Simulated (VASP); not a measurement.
Given:

```yaml
crystal:
  lattice:
    - [0.00000, 2.36407, 2.36407]
    - [2.36407, 0.00000, 2.36407]
    - [2.36407, 2.36407, 0.00000]
  atoms:
    - { symbol: Zr, position: [0.00000, 0.00000, 0.00000] }
    - { symbol: C, position: [0.50000, 0.50000, 0.50000] }
```

Level of theory: revPBE GGA, VASP's PBE PAW potentials (set 64) (plane waves; VASP). Settings: 520 eV cut-off, Gaussian smearing of 0.050 eV, potentials Zr_sv C.

Problem. Give the energies of bands 6 to 11 at the high-symmetry points, in eV from the Fermi level.

Solution. 
```json
[
 {"band": "6", "Γ": "0.90", "X": "-2.13", "U": "-3.04", "L": "-5.26", "W": "-2.63"},
 {"band": "7", "Γ": "0.90", "X": "-1.73", "U": "-2.33", "L": "-2.91", "W": "-2.37"},
 {"band": "8", "Γ": "0.90", "X": "0.00", "U": "-1.59", "L": "-2.91", "W": "-2.37"},
 {"band": "9", "Γ": "1.06", "X": "0.00", "U": "1.46", "L": "4.38", "W": "3.21"},
 {"band": "10", "Γ": "1.06", "X": "4.31", "U": "4.75", "L": "4.38", "W": "3.21"},
 {"band": "11", "Γ": "1.06", "X": "5.50", "U": "5.26", "L": "5.20", "W": "5.51"}
]
```

It has no gap at this level: it comes out as a metal or semimetal.

The compound is ZrC in the rock salt structure. It was relaxed first.
